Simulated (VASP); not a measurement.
Data:

```
Ti
1.0
    1.44487    -2.50259     0.00000
    1.44487     2.50259     0.00000
    0.00000     0.00000     4.58500
Ti
2
Direct
  0.33333   0.66667   0.25000
  0.66667   0.33333   0.75000
```

These are PBEsol GGA, VASP's PBE PAW potentials (set 64) (plane waves; VASP) values and carry that method's errors. Numerical set-up: 480 eV cut-off, 14×14×8 Γ-centred mesh, first-order Methfessel-Paxton smearing of 0.10 eV, potentials Ti_sv.

Each row applies one change to this cell, which was relaxed at other settings and keeps the small stress of the first row; at a fixed cut-off the stress holds a Pulay part, so it need not integrate to ΔE exactly. Stress is in GPa, positive when the cell is compressed.

```json
[
 {"change": "none", "ΔE (meV/atom)": "0.0", "σxx": "0.71", "σyy": "0.71", "σzz": "0.44", "largest shear component, with its sign (GPa)": "0.00", "largest force (eV/Å)": "0.000"},
 {"change": "atom 1 (Ti) moved by -0.100 Å along z", "ΔE (meV/atom)": "9.3", "σxx": "1.05", "σyy": "1.05", "σzz": "1.16", "largest shear component, with its sign (GPa)": "0.00", "largest force (eV/Å)": "0.422"},
 {"change": "atom 2 (Ti) moved by -0.050 Å along x", "ΔE (meV/atom)": "1.1", "σxx": "0.72", "σyy": "0.67", "σzz": "0.45", "largest shear component, with its sign (GPa)": "0.57", "largest force (eV/Å)": "0.080"},
 {"change": "isotropic strain of +2.0 %", "ΔE (meV/atom)": "16.3", "σxx": "-5.74", "σyy": "-5.74", "σzz": "-6.19", "largest shear component, with its sign (GPa)": "0.00", "largest force (eV/Å)": "0.000"},
 {"change": "biaxial strain of -4.0 % in the xz plane", "ΔE (meV/atom)": "58.6", "σxx": "14.50", "σyy": "8.08", "σzz": "13.53", "largest shear component, with its sign (GPa)": "0.00", "largest force (eV/Å)": "0.103"},
 {"change": "atom 1 (Ti) moved by 0.100 Å along x", "ΔE (meV/atom)": "4.1", "σxx": "0.69", "σyy": "0.52", "σzz": "0.48", "largest shear component, with its sign (GPa)": "1.12", "largest force (eV/Å)": "0.155"},
 {"change": "atom 2 (Ti) moved by -0.100 Å along x", "ΔE (meV/atom)": "4.1", "σxx": "0.69", "σyy": "0.52", "σzz": "0.48", "largest shear component, with its sign (GPa)": "1.12", "largest force (eV/Å)": "0.155"},
 {"change": "uniaxial strain of -4.0 % along y with the ions relaxed", "ΔE (meV/atom)": "21.3", "σxx": "4.61", "σyy": "8.95", "σzz": "4.16", "largest shear component, with its sign (GPa)": "0.00", "largest force (eV/Å)": "0.002"}
]
```

Failed runs are left out, and for metals the shear rows, which the mesh's noise covers.

The compound is Ti in the hcp structure.
